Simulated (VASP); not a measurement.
Input:

```yaml
crystal:
  lattice:
    - [0.00000, 3.30866, 3.30866]
    - [3.30866, 0.00000, 3.30866]
    - [3.30866, 3.30866, 0.00000]
  atoms:
    - { symbol: Sr, position: [0.00000, 0.00000, 0.00000] }
    - { symbol: Te, position: [0.50000, 0.50000, 0.50000] }
```

These are PBEsol GGA, VASP's PBE PAW potentials (set 64) (plane waves; VASP 6.6.1) values and carry that method's errors. Run with 400 eV cut-off, Gaussian smearing of 0.050 eV, potentials Sr_sv Te.

Unless said otherwise, spin-orbit coupling is left out, though it shifts the bands of the heavy elements here.

**Question.** Give the energies of bands 6 to 11 at the high-symmetry points, in eV from the valence-band maximum.

**Answer.** 
```csv
band,Γ,X,U,L,W
6,0.00,-2.05,-1.86,-2.96,-1.64
7,0.00,-0.77,-1.83,-1.17,-1.64
8,0.00,-0.77,-1.00,-1.17,-1.59
9,2.79,1.55,2.69,3.78,3.86
10,3.19,3.86,4.93,5.14,3.86
11,3.19,4.83,5.52,5.33,4.46
```

The gap is indirect, 1.55 eV, from the valence maximum at Γ to the conduction minimum at X.

The structure was generated: SrTe was put into the rock salt type (Fm-3m), which need not be its known phase. It was relaxed first, which changed the volume by -22 %.
